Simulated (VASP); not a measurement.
Energy against volume of K (bcc). All values below come from LDA (Ceperley-Alder, Perdew-Zunger), VASP's LDA PAW potentials (set 64) (plane waves; VASP 6.6.1). Numerical set-up: 520 eV cut-off, 10×10×10 Γ-centred mesh, first-order Methfessel-Paxton smearing of 0.10 eV, potentials K_sv.

```json
[
 {"V (Å³/atom)": "62.154", "E (eV/atom)": "-1.15997"},
 {"V (Å³/atom)": "64.077", "E (eV/atom)": "-1.16095"},
 {"V (Å³/atom)": "65.999", "E (eV/atom)": "-1.16030"},
 {"V (Å³/atom)": "67.921", "E (eV/atom)": "-1.15823"}
]
```

Problem. Fit these four points and predict the energy of the run at 60.232 Å³/atom.

Solution. A cubic in V^(−2/3), the third-order Birch-Murnaghan form, passes through the four points with V0 = 64.23 Å³/atom and B0 = 4 GPa, and gives -1.1571 eV/atom there. The run gave -1.1571 eV/atom, +0.0 meV/atom from the fit; all five points give B0 = 4 GPa.

The compound is K in the bcc structure. It was relaxed first, which changed the volume by -13 %.
